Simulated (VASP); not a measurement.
A cell of Li₂S (antifluorite) near equilibrium:

```
Li2S
1.0
    0.00000     2.84158     2.84158
    2.84158     0.00000     2.84158
    2.84158     2.84158     0.00000
Li S
2 1
Direct
  0.25000   0.25000   0.25000
  0.75000   0.75000   0.75000
  0.00000   0.00000   0.00000
```

Method: r2SCAN meta-GGA, VASP's PBE PAW potentials (set 64) (plane waves; VASP).

```json
[
 {"run": "as it is", "ΔE (meV/atom)": "0.0", "σxx": "0.01", "σyy": "0.01", "σzz": "0.01", "largest shear component, with its sign (GPa)": "0.00", "largest force (eV/Å)": "0.000", "gap (eV)": "3.85"},
 {"run": "after one change", "ΔE (meV/atom)": "35.2", "σxx": "6.08", "σyy": "6.08", "σzz": "6.08", "largest shear component, with its sign (GPa)": "0.00", "largest force (eV/Å)": "0.000", "gap (eV)": "3.76"}
]
```
Stress is in GPa, positive when the cell is compressed; gaps are those on the k-mesh, and 0.00 means metallic.

Task: What was changed between the two runs?
A) atom 3 (S) moved by 0.075 Å along y
B) isotropic strain of -4.0 %
C) shear strain γ_xy = +3.0 %
D) biaxial strain of -4.0 % in the xz plane

Result: B, isotropic strain of -4.0 %

The compound is Li2S in the antifluorite structure.
